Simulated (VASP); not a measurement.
Crystal: Si3C.

```xyz
4
Lattice="0.0000 -2.4872 -2.4872 -2.4872 0.0000 -2.4872 2.4872 2.4872 -4.9745" Properties=species:S:1:pos:R:3 pbc="T T T"
C    -1.2436   -1.2436   -6.2181
Si    1.2436    1.2436   -6.2181
Si    0.0000    0.0000   -7.4617
Si    0.0000    0.0000   -2.4872
```

The cell comes from a database or a generator and needn't be the stable form of this composition.

| Quantity | Value |
| --- | --- |
| Program | VASP 6.6.1 |
| Task | relaxation of cell and atoms |
| Functional | r2SCAN |
| Potentials or basis | VASP PAW PBE potentials, release 64 (C, Si) |
| Cutoff | 600 eV |
| k mesh | 8 × 8 × 8 |
| Occupations | gaussian, width 0.02 eV |
| Spin | no spin polarisation |

At the start: pressure 3.1 GPa; volume 15.39 Å³/atom.

Problem. How do energy, volume and symmetry change on relaxing?

Solution. Over 16 steps the energy falls by 270.1 meV/atom and the volume is 14.65 Å³/atom (-4.8 %); space group R3m (No. 160, to 0.05 Å).

The path:
```
step  energy change (eV)  largest force (eV/Å)  pressure (GPa)  volume (Å³)
   1              0.0000                4.8458            3.13        61.55
   2             -0.8458                1.1867           -8.16        64.26
   3             -0.8749                1.0714           -7.04        63.83
   4             -0.9837                1.3140            3.35        58.27
   5             -1.0215                0.4895           -0.58        60.01
   6             -1.0709                0.4020            0.75        58.85
   7             -1.0710                0.3943            0.86        58.78
   8             -1.0771                0.1481           -0.97        59.15
   9             -1.0773                0.1023           -0.61        59.07
  10             -1.0773                0.1151           -0.74        59.09
  11             -1.0793                0.1890           -0.44        58.74
  12             -1.0794                0.1526           -0.50        58.81
  13             -1.0798                0.1083            0.41        58.44
  14             -1.0804                0.0235            0.01        58.60
  15             -1.0804                0.0256            0.00        58.60
  16             -1.0804                0.0043            0.02        58.60
```

Final structure:
```
C Si
1.0
     0.00000   -2.40202   -2.40202
    -2.40202    0.00000   -2.40202
     2.58489    2.58489   -4.98691
C Si
1 3
Direct
  0.87394 0.87394 0.37819
  0.37167 0.37167 0.88498
  0.76545 0.76545 0.70365
  0.23894 0.23894 0.28317
```

Caveat: the PAW data sets were made with another functional, which shifts forces and pressure a little.
